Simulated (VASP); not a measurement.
Consider the following.

```xyz
6
Lattice="4.8435 0.0000 0.0000 0.0000 4.8435 0.0000 0.0000 0.0000 4.8435" Properties=species:S:1:pos:R:3 pbc="T T T"
Ag     3.6326     1.2109     3.6326
Ag     1.2109     3.6326     3.6326
Ag     3.6326     3.6326     1.2109
Ag     1.2109     1.2109     1.2109
O      0.0000     0.0000     0.0000
O      2.4218     2.4218     2.4218
```

These are PBE GGA, VASP's PBE PAW potentials (set 64) (plane waves; VASP) values and carry that method's errors. Settings: 400 eV cut-off, 5×5×5 Γ-centred mesh, Fermi-Dirac smearing of 0.050 eV, potentials Ag O.

Problem. Give the energies of bands 18 to 31 at the high-symmetry points, in eV from the Fermi level.

Solution. 
```json
[
 {"band": "18", "Γ": "-2.76", "X": "-2.87", "M": "-3.03", "R": "-2.77"},
 {"band": "19", "Γ": "-2.76", "X": "-2.75", "M": "-2.85", "R": "-2.77"},
 {"band": "20", "Γ": "-2.58", "X": "-2.75", "M": "-2.85", "R": "-2.57"},
 {"band": "21", "Γ": "-2.58", "X": "-2.55", "M": "-2.73", "R": "-2.57"},
 {"band": "22", "Γ": "-2.58", "X": "-2.55", "M": "-2.73", "R": "-2.57"},
 {"band": "23", "Γ": "-2.45", "X": "-2.34", "M": "-1.79", "R": "-2.53"},
 {"band": "24", "Γ": "-2.45", "X": "-2.34", "M": "-1.79", "R": "-2.53"},
 {"band": "25", "Γ": "-2.45", "X": "-1.43", "M": "-1.45", "R": "-1.71"},
 {"band": "26", "Γ": "-0.07", "X": "-1.43", "M": "-1.45", "R": "-0.62"},
 {"band": "27", "Γ": "0.00", "X": "-0.41", "M": "-0.73", "R": "-0.62"},
 {"band": "28", "Γ": "0.00", "X": "-0.41", "M": "-0.73", "R": "-0.62"},
 {"band": "29", "Γ": "0.00", "X": "2.00", "M": "2.14", "R": "2.80"},
 {"band": "30", "Γ": "2.31", "X": "2.00", "M": "2.14", "R": "2.80"},
 {"band": "31", "Γ": "2.31", "X": "4.81", "M": "3.69", "R": "2.80"}
]
```

It has no gap at this level: it comes out as a metal or semimetal.

The structure is a typed Ag2O crystal. The cell was not relaxed at this level.
